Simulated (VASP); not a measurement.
Here is the system:

```
CELL_PARAMETERS angstrom
      4.00876     0.00000     0.00000
      0.00000     4.00876     0.00000
      0.00000     0.00000     4.00876
ATOMIC_POSITIONS crystal
  K  0.00000 0.00000 0.00000
  Mg 0.50000 0.50000 0.50000
  F  0.50000 0.00000 0.50000
  F  0.00000 0.50000 0.50000
  F  0.50000 0.50000 0.00000
```

Calculation: vdW-DF2, VASP's PBE PAW potentials (set 64) (plane waves; VASP). Numerical set-up: 520 eV cut-off, 6×6×6 Γ-centred mesh, Gaussian smearing of 0.050 eV, potentials K_sv Mg F.

Give the stress tensor in GPa (positive for a compressed cell).

```
2.38  0.00  0.00
0.00  2.38  0.00
0.00  0.00  2.38
```
The pressure is its mean diagonal, 2.38 GPa.

The compound is KMgF3 in the cubic perovskite structure. This cell is one point of a volume scan, at 0.97 of the reference volume.
